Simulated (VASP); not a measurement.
Here is the system:

```
CELL_PARAMETERS angstrom
      2.56710     0.00000     0.00000
      0.00000     2.56710     0.00000
      0.00000     0.00000     2.56710
ATOMIC_POSITIONS crystal
  Be 0.00000 0.00000 0.00000
  Co 0.50000 0.50000 0.50000
```
Starting moments (μB, in the order of the record's atoms Be Co): 0.0 0.5.

The numbers are results of r2SCAN+rVV10, VASP's PBE PAW potentials (set 64) (plane waves; VASP), not measurements. Run with 400 eV cut-off, 16×16×16 Γ-centred mesh, tetrahedra with Blöchl corrections, potentials Be Co.

Problem. Predict the cell moment, energy per atom (σ→0), band gap (over mesh and band path) with the smallest direct gap where there is one.

Solution. 
```yaml
band gap (over mesh and band path): none (metal, semimetal or under 0.01 eV)
cell_moment: 0.48 μB
energy per atom (σ→0): -8.871 eV/atom
```

Problem. Give the moment on each site (PAW-sphere projection).

Solution. 
```json
[
 {"site": "Be1", "moment (μB)": "-0.04"},
 {"site": "Co2", "moment (μB)": "0.53"}
]
```

The absolute energy has meaning only against runs of the same code, potentials and settings.

The structure comes from a measured BeCo entry (Pm-3m) of the Crystallography Open Database, whose conditions weren't checked. It was relaxed first.
